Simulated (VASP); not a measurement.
Calculation: optB88-vdW, VASP's PBE PAW potentials (set 64) (plane waves; VASP).

A VASP calculation is set up with these files.

### INCAR
```
LWAVE=F
AGGAC=0.0
SYSTEM=CaO
LCHARG=F
LASPH=T   ! aspherical one-centre terms
ENCUT=520   ! plane-wave cut-off (eV)
PARAM2=0.22
LREAL=F   ! projection in real space or not
ISMEAR=0
ISIF=2
EDIFF=1E-7
PARAM1=0.1833333333
SIGMA=0.05   ! width (eV)
GGA=BO
PREC=Accurate
LUSE_VDW=T
NELM=100   ! most electronic steps
ALGO=Normal   ! blocked Davidson
```

File POSCAR:
```
CaO
1
    0.0000000000     2.4272523030     2.4272523030
    2.4272523030     0.0000000000     2.4272523030
    2.4272523030     2.4272523030     0.0000000000
Ca O
1 1
Direct
  0.0000000000   0.0000000000   0.0000000000
  0.5000000000   0.5000000000   0.5000000000
```

KPOINTS:
```
K-points
0
G
 9 9 9
0 0 0
```

POTCAR, in this order: Ca_sv O (PBE.64 set). Program: vasp_std.

The resulting files:

OSZICAR:
```
       N       E                     dE             d eps       ncg     rms          rms(c)
DAV:   1     0.135040391434E+03    0.13504E+03   -0.87953E+03   840   0.136E+03
DAV:   2    -0.394519503403E+01   -0.13899E+03   -0.13169E+03   972   0.336E+02
DAV:   3    -0.108780726527E+02   -0.69329E+01   -0.68741E+01  1064   0.770E+01
DAV:   4    -0.111169478523E+02   -0.23888E+00   -0.23866E+00  1244   0.131E+01
DAV:   5    -0.111211852993E+02   -0.42374E-02   -0.42372E-02  1004   0.161E+00    0.897E+00
DAV:   6    -0.925483232000E+01    0.18664E+01   -0.10186E+01   972   0.289E+01    0.378E+00
DAV:   7    -0.920245713185E+01    0.52375E-01   -0.83394E-01  1144   0.879E+00    0.175E+00
DAV:   8    -0.919589134060E+01    0.65658E-02   -0.96835E-02   876   0.339E+00    0.459E-01
DAV:   9    -0.919295282973E+01    0.29385E-02   -0.26455E-02  1068   0.129E+00    0.129E-01
DAV:  10    -0.919333576712E+01   -0.38294E-03   -0.22824E-03   900   0.474E-01    0.326E-02
DAV:  11    -0.919338713567E+01   -0.51369E-04   -0.53830E-04  1140   0.184E-01    0.387E-02
DAV:  12    -0.919336187885E+01    0.25257E-04   -0.11144E-04  1000   0.106E-01    0.438E-03
DAV:  13    -0.919336143471E+01    0.44413E-06   -0.49361E-06  1076   0.230E-02    0.139E-03
DAV:  14    -0.919336116112E+01    0.27359E-06   -0.33716E-07  1004   0.494E-03    0.227E-04
DAV:  15    -0.919336112622E+01    0.34904E-07   -0.22572E-08   496   0.176E-03
   1 F= -.91933611E+01 E0= -.91933611E+01  d E =-.894803E-11
```

### OUTCAR
```
------------------------ aborting loop because EDIFF is reached ----------------------------------------
  FORCE on cell =-STRESS in cart. coord.  units (eV):
  Direction    XX          YY          ZZ          XY          YZ          ZX
  --------------------------------------------------------------------------------------
  Total       -0.5636817     -0.5636817     -0.5636817      0.0000000      0.0000000      0.0000000
  in kB      -31.5769201    -31.5769201    -31.5769201      0.0000000      0.0000000      0.0000000
  external PRESSURE =     -31.5769201 kB  Pullay stress =       0.0000000 kB
  volume of cell :       28.60
      direct lattice vectors                 reciprocal lattice vectors
     0.000000000  2.427252303  2.427252303    -0.205994243  0.205994243  0.205994243
     2.427252303  0.000000000  2.427252303     0.205994243 -0.205994243  0.205994243
     2.427252303  2.427252303  0.000000000     0.205994243  0.205994243 -0.205994243
  FREE ENERGIE OF THE ION-ELECTRON SYSTEM (eV)
  ---------------------------------------------------
  free  energy   TOTEN  =        -9.1933611262 eV

  energy  without entropy=       -9.1933611262  energy(sigma->0) =       -9.19336113
```
(Selected blocks of OUTCAR.)

The compound is CaO in the rock salt structure. This cell is one point of a volume scan, at 1.03 of the reference volume.
